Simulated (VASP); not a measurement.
Given:

```
CELL_PARAMETERS angstrom
      3.09324     0.00000     0.00000
     -1.54662     2.67882     0.00000
      0.00000     0.00000     4.96027
ATOMIC_POSITIONS crystal
  Al 0.66667 0.33333 0.49929
  Al 0.33333 0.66667 0.99929
  N  0.66667 0.33333 0.88071
  N  0.33333 0.66667 0.38071
```

Level of theory: PBE GGA, VASP's PBE PAW potentials (set 64) (plane waves; VASP 6.6.1). Settings: 400 eV cut-off, 6×6×4 Γ-centred mesh, Fermi-Dirac smearing of 0.020 eV, potentials Al N.

At this cut-off the stress carries a Pulay error, which pulls relaxed volumes low.

### Question
Estimate the energy per atom (σ→0), pressure, band gap (on the k-mesh) with the smallest direct gap where there is one.

### Answer

The band gap (on the k-mesh) comes out as 4.35 eV and the smallest direct gap (on the k-mesh) is 4.35 eV. The energy per atom (σ→0) is -7.437 eV/atom and the pressure comes out as 3.52 GPa.

Only differences to runs with the same potentials and settings are physical.

The structure comes from a computed database's AlN entry; how it stands against other phases isn't given here. The cell was not relaxed at this level.
